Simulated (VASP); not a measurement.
Consider the following.

```xyz
8
Lattice="5.4707 0.0000 0.0000 0.0000 5.4707 0.0000 0.0000 0.0000 5.4707" Properties=species:S:1:pos:R:3 pbc="T T T"
Zn     5.4707     5.4707     0.0000
Zn     2.7354     2.7354     5.4707
Zn     2.7354     0.0000     2.7354
S      1.4370     1.2984     1.2984
S      4.0337     4.1723     1.2984
S      4.0337     1.2984     4.1723
S      1.4370     4.1723     4.1723
Cd     5.4707     2.7354     2.7354
```

Calculation: PBEsol GGA, VASP's PBE PAW potentials (set 64) (plane waves; VASP). Numerical set-up: 400 eV cut-off, 5×5×5 Γ-centred mesh, tetrahedra with Blöchl corrections, potentials Zn S Cd.

The cores are frozen, which limits the accuracy of field gradients.

Q: Give the principal components of the electric field gradient (V/Å²) and the asymmetry η at each nucleus.

A: 
| atom | Vxx | Vyy | Vzz | η |
|---|---|---|---|---|
| Zn1 | 7.7 | 7.7 | -15.5 | 0.00 |
| Zn2 | 7.7 | 7.7 | -15.5 | 0.00 |
| Zn3 | 7.7 | 7.7 | -15.5 | 0.00 |
| S4 | 7.6 | 7.6 | -15.2 | 0.00 |
| S5 | 7.6 | 7.6 | -15.2 | 0.00 |
| S6 | 7.6 | 7.6 | -15.2 | 0.00 |
| S7 | 7.6 | 7.6 | -15.2 | 0.00 |
| Cd8 | 0.0 | 0.0 | 0.0 | - |

The structure was generated: CdZn3S4 was put into an ordered model structure (P-43m), which need not be its known phase. It was relaxed first.
